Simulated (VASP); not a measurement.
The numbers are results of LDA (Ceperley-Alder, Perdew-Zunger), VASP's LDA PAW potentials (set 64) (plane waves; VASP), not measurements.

The input files of a VASP run:

File KPOINTS:
```
Automatic mesh
0
Gamma
1 1 1
0 0 0
```

INCAR:
```
ISMEAR=-1
EDIFF=1E-6   ! SCF stop (eV)
ALGO=Normal
LCHARG=.FALSE.
NELM=100   ! most electronic steps
ISIF=2   ! forces and stress, cell fixed
ENCUT=400   ! plane-wave cut-off (eV)
PREC=Accurate
SIGMA=0.1   ! width (eV)
LWAVE=.FALSE.
LMAXMIX=4   ! l cut-off of mixed one-centre charges
SYSTEM=BaLi2(MgSi)2
LREAL=.FALSE.
LASPH=.TRUE.   ! aspherical one-centre terms
```

File POSCAR:
```
BaLi2(MgSi)2
1
    2.2890000000     1.3215550000     8.6840000000
   -2.2890000000     1.3215550000     8.6840000000
    0.0000000000    -2.6431100000     8.6840000000
Ba Mg Li Si
1 2 2 2
Direct
 -0.0018170000   0.0036600000   0.0030640000
  0.8574030000   0.8654990000   0.8748000000
  0.1261890000   0.1340110000   0.1542400000
  0.4144890000   0.4573650000   0.4084200000
  0.5905700000   0.5573220000   0.5620240000
  0.7624610000   0.7392660000   0.7685760000
  0.2507050000   0.2428770000   0.2288760000
```

POTCAR, in this order: Ba_sv Mg Li_sv Si (LDA.64 set). Program: vasp_std.

Output of the run:

File OSZICAR:
```
       N       E                     dE             d eps       ncg     rms          rms(c)
DAV:   1     0.135630818203E+03    0.13563E+03   -0.99928E+03    36   0.112E+03
DAV:   2     0.254051025005E+01   -0.13309E+03   -0.13043E+03    46   0.221E+02
DAV:   3    -0.148535659878E+02   -0.17394E+02   -0.17200E+02    62   0.638E+01
DAV:   4    -0.155872011188E+02   -0.73364E+00   -0.73268E+00    48   0.155E+01
DAV:   5    -0.156563491183E+02   -0.69148E-01   -0.69134E-01    64   0.346E+00    0.769E+00
DAV:   6    -0.127442426071E+02    0.29121E+01   -0.80580E+00    36   0.889E+00    0.431E+00
DAV:   7    -0.125498310451E+02    0.19441E+00   -0.12241E+00    46   0.367E+00    0.223E+00
DAV:   8    -0.125031850850E+02    0.46646E-01   -0.22304E-01    46   0.182E+00    0.122E+00
DAV:   9    -0.124916283737E+02    0.11557E-01   -0.88002E-02    48   0.108E+00    0.377E-01
DAV:  10    -0.124888010277E+02    0.28273E-02   -0.13833E-02    48   0.442E-01    0.174E-01
DAV:  11    -0.124886959415E+02    0.10509E-03   -0.28924E-03    56   0.187E-01    0.842E-02
DAV:  12    -0.124885661040E+02    0.12984E-03   -0.78513E-04    56   0.863E-02    0.410E-02
DAV:  13    -0.124885620834E+02    0.40205E-05   -0.81393E-05    56   0.339E-02    0.211E-02
DAV:  14    -0.124885608052E+02    0.12782E-05   -0.16103E-05    54   0.157E-02    0.296E-03
DAV:  15    -0.124885610183E+02   -0.21306E-06   -0.27635E-06    48   0.483E-03
   1 F= -.12488561E+02 E0= -.12339049E+02  d E =-.299023E+00
```

OUTCAR:
```
------------------------ aborting loop because EDIFF is reached ----------------------------------------
  FORCE on cell =-STRESS in cart. coord.  units (eV):
  Direction    XX          YY          ZZ          XY          YZ          ZX
  --------------------------------------------------------------------------------------
  Total        3.3135802      5.0149808      0.0966502      0.6270787     -0.1209118     -0.3021808
  in kB       33.6826283     50.9774091      0.9824515      6.3742713     -1.2290721     -3.0716752
  external PRESSURE =      28.5474963 kB  Pullay stress =       0.0000000 kB
  volume of cell :      157.62
      direct lattice vectors                 reciprocal lattice vectors
     2.289000000  1.321555000  8.684000000     0.218435998  0.126114060  0.038384769
    -2.289000000  1.321555000  8.684000000    -0.218435998  0.126114060  0.038384769
     0.000000000 -2.643110000  8.684000000     0.000000000 -0.252228120  0.038384769
 POSITION                                       TOTAL-FORCE (eV/Angst)
 -----------------------------------------------------------------------------------
      2.27646      1.31589      8.72661        -0.174561     -0.006688      1.055886
     -0.01853     -0.03528     22.55844         0.044258      0.001694     -0.429340
     -0.01790     -0.06380      3.59900        -0.178973      0.197243      0.548839
     -0.09814      0.07270     11.11790        -0.278688      0.018708     -0.161184
      0.07610      0.03151     14.84891         0.023285     -0.236037      0.024152
      0.05309     -0.04682     19.71531         0.568086     -0.104576     -0.623809
      0.01792      0.04735      6.27383        -0.003407      0.129655     -0.414544
 -----------------------------------------------------------------------------------
    total drift:                               -0.000085     -0.000077     -0.000032
  FREE ENERGIE OF THE ION-ELECTRON SYSTEM (eV)
  ---------------------------------------------------
  free  energy   TOTEN  =       -12.4885610183 eV

  energy  without entropy=      -12.1895376248  energy(sigma->0) =      -12.33904932
```
(Selected blocks of OUTCAR.)

At this cut-off the stress carries a Pulay error, which pulls relaxed volumes low.

The structure comes from a measured BaLi2Mg2Si2 entry of the Crystallography Open Database, whose conditions weren't checked. The cell was not relaxed at this level, atoms are displaced from their ideal sites. The k-mesh is coarse (spacing up to 1.60 per Å, 2π included), so the numbers may not be converged in it. The run is one of a series of settings (KPOINTS 1×1×1 Γ-centred mesh against the base run), some of them coarse on purpose.
